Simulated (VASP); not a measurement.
Given:

```yaml
crystal:
  lattice:
    - [0.00000, 2.46756, 2.46756]
    - [2.46756, 0.00000, 2.46756]
    - [2.46756, 2.46756, 0.00000]
  atoms:
    - { symbol: S, position: [0.00000, 0.00000, 0.00000] }
    - { symbol: Ru, position: [0.50000, 0.50000, 0.50000] }
```

Computed with PBE GGA, VASP's PBE PAW potentials (set 64) (plane waves; VASP). Numerical set-up: 300 eV cut-off, 9×9×9 Γ-centred mesh, Gaussian smearing of 0.050 eV, potentials S Ru_pv.

Q: Give the energies of bands 5 to 13 at the high-symmetry points, in eV from the Fermi level.

A: 
```csv
band,Γ,X,U,L,W
5,-2.30,-6.11,-5.97,-7.82,-5.68
6,-2.30,-3.72,-5.92,-5.61,-5.64
7,-2.30,-3.56,-4.84,-5.61,-5.64
8,-2.18,-3.56,-1.87,-0.62,-0.77
9,-2.18,-1.43,-0.41,-0.62,-0.77
10,-2.02,-0.13,0.07,0.13,-0.12
11,-2.02,-0.13,0.57,3.66,0.25
12,-2.02,0.85,0.97,4.08,0.34
13,4.20,3.29,5.36,4.08,7.62
```

It has no gap at this level: it comes out as a metal or semimetal.

The structure was generated: RuS was put into an ordered model structure, which need not be its known phase. The cell was not relaxed at this level.
